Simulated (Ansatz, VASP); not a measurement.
## Cross-check of Se (Selenium) between VASP and Ansatz

Aim: how closely do two programs agree when they are given the same cell, functional and k mesh? The structure shown comes from an earlier Ansatz run, which isn't shown and may have moved the atoms alone.

Calculated with Ansatz 0.2.0; plane waves, with VASP 6.6.1 beside it; elastic constants at LDA.

### Step 1. Set-up

Symmetry: P3_121, No. 152, trigonal system. The conventional cell has a = 3.948 Å, b = 3.948 Å, c = 5.116 Å, α = 90.00°, β = 90.00°, γ = 120.00°. Nearest to Se lie 2 Se at 2.44 Å.

### Step 2. Ansatz: elastic constants, LDA

Ansatz runs on its default PAW (the set named soft_2) files.

Elastic constants are differences of stresses under small strains, so they test the stress and the mesh.

input.yaml

```yaml
crystal:
  lattice:
    - [3.9480340179, 0.0, 0.0]
    - [-1.974017009, 3.4190977545, 0.0]
    - [0.0, 0.0, 5.1161193339]
  atoms:
    - { symbol: Se, position: [0.2555978439, 0.0, 0.3333333333] }
    - { symbol: Se, position: [0.0, 0.2555978439, 0.6666666667] }
    - { symbol: Se, position: [0.7444021561, 0.7444021561, 0.0] }
kpoints:
  mp_grid: { grid: [6, 6, 6] }
hamiltonian:
  xc: lda
scf:
  occupations: { method: gaussian, width: 0.02 }
output:
  forces: true
  stress: true
  eigenvalues: true
basis:
  ecutwfc: 590.0
elastic:
  mode: relaxed_ion
  stencil: two_point
```

Command:

```sh
ansatz run input.yaml --threads 4 --pin off --max-ram 8192MiB --backend cpu --events-out ev --progress --plain --runs-dir out
```

Numbers of over 12 decimals in the logs are rounded to 6 here.

What it wrote:

```text
Engine: ansatz 0.2.0, x86_64-unknown-linux-gnu
Pseudopotentials: kind: paw
Pseudopotential: Se, paw, valence charge 16, recommended cutoff 420 eV (normal), Se.paw.azcp
Functional definition: SPW92
  exchange = slater_x
  correlation = pw_c
Crystal: 3 atoms, lattice volume = 69.061 Å³
Basis set: ecut = 590 eV, 2235 PW (Γ)
Bands: 29, of which v1, the nominal top of the filled ones, is band 24 counted from 1 (23 counted from 0)
Symmetry: 6 space group operations
Space group: P3121 (ITA 152), of the structure as read, at distance tolerance 4.1e-5 Å
k-points: 34 of 216 (time reversal used)
Non-local potential: Se, projectors of the file, l = 0: 2, l = 1: 2, l = 2: 3, l = 3: 1
PAW form: soft (Blöchl's): semilocal exchange-correlation on the pseudo side does not see the compensation charge
PAW frozen core: Se, regenerated for the run's functional, and the local potential with it (the file was generated under x = pbe(κ = 0.804, μ = 0.219515), c = pbe(β = 0.066725))
PAW one-centre angular grid: Se, 590 points (default); XC on 64 Gauss nodes
Initial density: superposition of atomic densities (neutral atoms: chi_scale 0, normalization atom), corrected by the library's trained network
Initial wavefunctions: pseudopotential atomic-orbital guess
Functional: x = slater, c = lda
SCF iter   1: F=—  HF=-16149.781606 eV  |F-HF|=—  |Δ(HF+E_count)|=         —  Δρ=5.55e-3  dr2=9.84e-3  ethr=1.77e-3  ⟨swp⟩=6.3  Hψ=4221  notcnv=0
preconditioner: auto → Resta (q_TF=auto, 2.568 Å⁻¹)  ε∞=4.3  [insulator: Δε(μ)=0.282 eV  Ē_g=10.503 eV  σ=0.020 eV  W_gap=1.00  n_scr=22 (ndim 8)  ℏωp=19.0 eV  f_vac=0.030  D(μ)=0.00/eV (n_scr^D=0)  ε∞_Penn≈4.3]
SCF iter   2: F=—  HF=-16149.779165 eV  |F-HF|=—  |Δ(HF+E_count)|=   2.44e-3  Δρ=3.01e-3  dr2=3.26e-3  ethr=2.05e-5  ⟨swp⟩=2.0  Hψ=1426  notcnv=0  defer=33
SCF iter   3: F=—  HF=-16149.778267 eV  |F-HF|=—  |Δ(HF+E_count)|=   8.98e-4  Δρ=2.35e-4  dr2=3.39e-5  ethr=6.79e-6  ⟨swp⟩=2.0  Hψ=1394  notcnv=0  defer=33
SCF iter   4: F=—  HF=-16149.778241 eV  |F-HF|=—  |Δ(HF+E_count)|=   2.57e-5  Δρ=1.28e-4  dr2=8.75e-6  ethr=7.06e-8  ⟨swp⟩=2.0  Hψ=1768  notcnv=0  defer=33
SCF iter   5: F=—  HF=-16149.778242 eV  |F-HF|=—  |Δ(HF+E_count)|=   4.04e-7  Δρ=2.76e-5  dr2=6.77e-7  ethr=1.82e-8  ⟨swp⟩=3.0  Hψ=1894  notcnv=0  defer=33
SCF iter   6: F=—  HF=-16149.778243 eV  |F-HF|=—  |Δ(HF+E_count)|=   1.35e-6  Δρ=7.52e-6  dr2=4.95e-8  ethr=1.41e-9  ⟨swp⟩=2.0  Hψ=1133  notcnv=0  defer=33
SCF iter   7: F=—  HF=-16149.778243 eV  |F-HF|=—  |Δ(HF+E_count)|=   1.12e-8  Δρ=1.16e-6  dr2=9.56e-10  ethr=1.03e-10  ⟨swp⟩=2.0  Hψ=1171  notcnv=0  defer=33
SCF iter   8: F=—  HF=-16149.778243 eV  |F-HF|=—  |Δ(HF+E_count)|=  1.06e-10  Δρ=1.83e-7  dr2=2.55e-11  ethr=1.99e-12  ⟨swp⟩=2.0  Hψ=1767  notcnv=0  defer=33
SCF iter   9: F=—  HF=-16149.778243 eV  |F-HF|=—  |Δ(HF+E_count)|=  3.64e-12  Δρ=3.63e-8  dr2=1.02e-12  ethr=5.32e-14 (applied; sched 1.00e-12)  ⟨swp⟩=2.0  Hψ=1247  notcnv=0  defer=34
SCF iter  10: F=-16149.778243 eV  HF=-16149.778243 eV  |F-HF|=1.82e-12  |Δ(HF+E_count)|=  7.28e-12  Δρ=6.07e-9  dr2=2.62e-14  ethr=1.00e-12  ⟨swp⟩=7.1  Hψ=3653  notcnv=0
SCF 1 converged in 10 iterations: F = -16149.778243 eV  dr2 = 2.62e-14
  greatest PAW one-centre occupation: 1.000 electrons in one spin orbital (limit 2), on the Se atom at site 0 (counted from 0), in its partial waves of l = 2
relax step   1: F+E_penalty+E_count = -16149.77824297 eV  Δ(F+E_penalty+E_count) = +0.000e0 eV  max|allowed force component| = 6.976e-5 eV/Å  Δτ_max = 0.0000 Å  (10 SCF iters, accepted)
[...]
relax step   1: F+E_penalty+E_count = -16149.77817908 eV  Δ(F+E_penalty+E_count) = +0.000e0 eV  max|allowed force component| = 1.271e-2 eV/Å  Δτ_max = 0.0000 Å  (10 SCF iters, accepted)
[...]
relax step   2: F+E_penalty+E_count = -16149.77820225 eV  Δ(F+E_penalty+E_count) = -2.317e-5 eV  max|allowed force component| = 1.384e-4 eV/Å  Δτ_max = 0.0014 Å  (9 SCF iters, accepted)
[...]
relax step   3: F+E_penalty+E_count = -16149.77820226 eV  Δ(F+E_penalty+E_count) = -2.956e-9 eV  max|allowed force component| = 1.027e-6 eV/Å  Δτ_max = 0.0000 Å  (6 SCF iters, accepted)
iter 1 solved again at ethr=1.00e-12 eV; its pass at ethr=3.10e-3 eV (dr2=1.25e-14 eV) is discarded
SCF iter   1: F=—  HF=-16149.778202 eV  |F-HF|=—  |Δ(HF+E_count)|=         —  Δρ=3.57e-9  dr2=9.52e-15  ethr=1.00e-12  ⟨swp⟩=2.1  Hψ=8059  notcnv=0
SCF iter   2: F=-16149.778202 eV  HF=-16149.778202 eV  |F-HF|=1.82e-12  |Δ(HF+E_count)|=    0.00e0  Δρ=2.23e-9  dr2=4.07e-15  ethr=1.00e-12  ⟨swp⟩=3.7  Hψ=5748  notcnv=0
SCF 29 converged in 2 iterations: F = -16149.778202 eV  dr2 = 4.07e-15
SCF converged after 7 iterations
Free energy (F): -16149.778243 eV
Harris-Foulkes:  -16149.778243 eV  (|F-HF|=3.64e-12)
Internal energy: -16149.778243 eV  (E = F + TS)
E sigma→0 (E₀):  -16149.778243 eV
Fermi energy:    9.261760 eV
--- Per-component energies (eV) ---
  E_band       = -1139.943619
  E_kinetic    = 354.320718
  E_local      = -6981.799366  (includes V_loc(G=0)·N_el)
  E_nonlocal   = -1762.729158
  E_hartree    = 3454.780128
  E_xc         = -310.175060
  E_vxc        = -294.574999  (∫ρ·V_xc dr)
  E_paw        = -5483.299167  (= ΣΔE_a)
  E_vpaw       = 635.279416  (= ΣTr[D̂ρ^β])
  E_aug_tail   = -0.000485  (compensation charges beyond the density's cutoff)
  E_ewald      = -5427.527939
  E_core_change = 6.652087  (= ΣΔE_core)
  E_smearing   = -0.000000  (= −TS)
  E_closure    = -0.000000  (closes the sum)
  Σ components = -16149.778243   (vs F -16149.778243, Δ=0.00e0)
--- Forces (eV/Å), atoms counted from 1 ---
  atom   1  Se     0.00002260     0.00000000    -0.00000000
  atom   2  Se    -0.00001130     0.00001958    -0.00000000
  atom   3  Se    -0.00001130    -0.00001958     0.00000000
  max |Σ_I F_I| component: 3.24e-17 eV/Å
--- Stress (GPa, compression-positive) ---
       -0.001509      -0.000000       0.000000
       -0.000000      -0.001509       0.000000
        0.000000       0.000000       0.001225
  P = ⅓ Tr σ = -0.0006 GPa (-0.006 kbar)
--- Band table (eV; the first three rows and the last of 34) ---
  k-point 0: bands = [... 20 lower, 5.6731, 7.1305, 7.1305, 8.4047, 10.4366, 10.4366, 11.0986, 15.3217, ... 1 higher]
  k-point 1: bands = [... 20 lower, 6.0128, 7.1419, 7.2876, 8.3389, 10.2163, 10.2568, 10.7751, 15.1341, ... 1 higher]
  k-point 2: bands = [... 20 lower, 6.0927, 7.3834, 7.4973, 8.1265, 9.8793, 9.9685, 10.1931, 14.6342, ... 1 higher]
  k-point 33: bands = [... 20 lower, 3.1782, 7.8770, 9.1156, 9.1156, 9.4070, 11.0644, 11.0644, 16.2868, ... 1 higher]
--- Elastic constants: 3 strain directions × 2 members + reference (group order 6) ---
  dense FFT box of the reference and of every strained cell: 32×32×45
  strains applied: 11, 33, 23; error gains: componentwise 1.00 (the most a stress slope's error grows in a printed constant), spectral 1.41 (1 for all six strains in a standard setting)
  reference relaxed by the batch: 2 steps; max|allowed force component| 6.98e-5 eV/Å at the deck's positions, 2.26e-5 at the last accepted step, 2.26e-5 by the solve of record
  largest displacement 5.2e-6 Å; the constants are those of the deck's cell at these positions:
  atoms:
    - { symbol: Se, position: [0.255599, 0, 0.333333] }
    - { symbol: Se, position: [0.0, 0.255599, 0.666667] }
    - { symbol: Se, position: [0.744401, 0.744401, 0] }
  C = ∂σ_k/∂η_j (tension-positive GPa; Voigt order 11 22 33 23 13 12):
        50.364     14.820     35.804     16.434     -0.000     -0.000
        14.820     50.364     35.804    -16.434      0.000      0.000
        35.810     35.810    117.752      0.000      0.000     -0.000
        16.436    -16.436      0.000     46.877      0.000      0.000
        -0.000      0.000     -0.000      0.000     46.877     16.436
         0.000     -0.000      0.000      0.000     16.434     17.772
  reference stress σ⁰ (GPa):      0.002      0.002     -0.001     -0.000     -0.000      0.000
  C* (energy form; C + prestress term) asymmetry max|C*_kj − C*_jk| = 3.917e-3 GPa — a small one proves nothing (zero by symmetry where the batch's group is 432, −43m or m−3m); a large one is finite-difference/SCF noise where every solve meets its electron count
  moduli (Voigt/Reuss/Hill, GPa): K = 43.48/32.46/37.97   G = 31.11/17.81/24.46   E = 60.41   ν = 0.235
  mechanically stable: yes (min eigenvalue of sym C = 10.37 GPa)
  strain η (Voigt 11):  stress-route row diagonal C_11 = 50.36 GPa, energy-path curvature d²(F+E_count+ΔE)/dδ²/Ω₀ = 50.29 GPa
         δ    σ_11 (GPa)             F (eV)   n_scf  n_hpsi   n_pw
    -2.000e-3      -0.1005      -16149.7782008       2   14551   2264   relax 4 steps, max|allowed force component| 3.11e-5 eV/Å
     2.000e-3       0.1010      -16149.7781985       2   14414   2274   relax 3 steps, max|allowed force component| 1.71e-5 eV/Å
  strain η (Voigt 33):  stress-route row diagonal C_33 = 117.75 GPa, energy-path curvature d²(F+E_count+ΔE)/dδ²/Ω₀ = 117.81 GPa
         δ    σ_33 (GPa)             F (eV)   n_scf  n_hpsi   n_pw
    -2.000e-3      -0.2372      -16149.7781408       2    7232   2264   relax 3 steps, max|allowed force component| 5.40e-7 eV/Å
     2.000e-3       0.2338      -16149.7781418       2    7232   2282   relax 3 steps, max|allowed force component| 5.19e-7 eV/Å
  strain η (Voigt 23):  stress-route row diagonal C_44 = 46.88 GPa, energy-path curvature d²(F+E_count+ΔE)/dδ²/Ω₀ = 46.89 GPa
         δ    σ_23 (GPa)             F (eV)   n_scf  n_hpsi   n_pw
    -2.000e-3      -0.0933      -16149.7782026       2   14494   2266   relax 4 steps, max|allowed force component| 1.89e-6 eV/Å
     2.000e-3       0.0942      -16149.7782023       2   14459   2266   relax 3 steps, max|allowed force component| 1.03e-6 eV/Å
```

The column dr2 measures how far the density is from self-consistency, as an energy; F and HF (Harris–Foulkes) agree once it is small.

[end of part 1 of 2]

[Lines on the potential files, build, host, timing and source positions are cut from VASP's logs without a mark.]

[Logs are printed without paths, hosts, clocks, repeated set-up lines and the standing remarks that a program may print on its own settings, such as how far it seeks lower states.]

[Hosts, paths, dates, database ids (printed as entryN), source tags and the programs' standing remarks are cut or masked in the printed files.]
